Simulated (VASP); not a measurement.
```
CELL_PARAMETERS angstrom
      0.00000     2.73014     2.73014
      2.73014     0.00000     2.73014
      2.73014     2.73014     0.00000
ATOMIC_POSITIONS crystal
  Ca 0.00000 0.00000 0.00000
  F  0.25000 0.25000 0.25000
  F  0.75000 0.75000 0.75000
```

Level of theory: optB86b-vdW, VASP's PBE PAW potentials (set 64) (plane waves; VASP). Numerical set-up: 520 eV cut-off, 8×8×8 Γ-centred mesh, tetrahedra with Blöchl corrections, potentials Ca_sv F.

What does the run give for the energy per atom (σ→0), band gap (on the k-mesh) with the smallest direct gap where there is one?

```yaml
band gap (on the k-mesh): 7.24 eV
smallest direct gap (on the k-mesh): 7.50 eV
energy per atom (σ→0): -3.814 eV/atom
```

Total energies compare only between runs with the same potentials, cut-off and functional.

The compound is CaF2 in the fluorite structure. The cell was not relaxed at this level.
